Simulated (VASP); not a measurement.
# Zn₃CdS₄ (space group P-43m): computed properties

Method: r2SCAN meta-GGA, VASP's PBE PAW potentials (set 64) (plane waves; VASP).

space group: P-43m (215)
cell: a = b = c = 5.5020 Å, α = β = γ = 90.00°
volume per atom: 20.82 Å³/atom
band gap (over mesh and band path): 2.32 eV
smallest direct gap (over mesh and band path): 2.32 eV
band-edge character: direct, Γ to Γ
density: 4.35 g/cm³

```
CdZn3S4
1.0
    5.50203     0.00000     0.00000
    0.00000     5.50203     0.00000
    0.00000     0.00000     5.50203
Zn Cd S
3 1 4
Direct
  0.00000   0.50000   0.50000
  0.50000   0.00000   0.50000
  0.50000   0.50000   0.00000
  0.00000   0.00000   0.00000
  0.26274   0.26274   0.26274
  0.26274   0.73726   0.73726
  0.73726   0.73726   0.26274
  0.73726   0.26274   0.73726
```

The structure comes from a computed database's Zn3CdS4 entry (P-43m); how it stands against other phases isn't given here. It was relaxed first. Symmetry was kept, so distortions that lower it aren't found.
